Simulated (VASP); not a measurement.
Data:

```yaml
crystal:
  lattice:
    - [3.04115, 0.00000, 0.00000]
    - [-1.52058, 2.63372, 0.00000]
    - [0.00000, 0.00000, 5.06404]
  atoms:
    - { symbol: Ni, position: [0.33333, 0.66667, 0.00176] }
    - { symbol: Ni, position: [0.66667, 0.33333, 0.50176] }
    - { symbol: N, position: [0.33333, 0.66667, 0.37324] }
    - { symbol: N, position: [0.66667, 0.33333, 0.87324] }
```

Calculation: PBE GGA, VASP's PBE PAW potentials (set 64) (plane waves; VASP 6.6.1). Settings: 520 eV cut-off, 13×13×7 Γ-centred mesh, tetrahedra with Blöchl corrections, potentials Ni N.

**Question.** What does the run give for the energy per atom (σ→0), band gap (on the k-mesh) with the smallest direct gap where there is one?

**Answer.** 
```yaml
band gap (on the k-mesh): none (metal, semimetal or under 0.01 eV)
energy per atom (σ→0): -621.7 kJ/mol of atoms
```

The structure was generated: NiN was put into the wurtzite type (P6_3mc), which need not be its known phase. It was relaxed first, which changed the volume by -11 %. The run is not spin-polarised, so no magnetic state was tried.
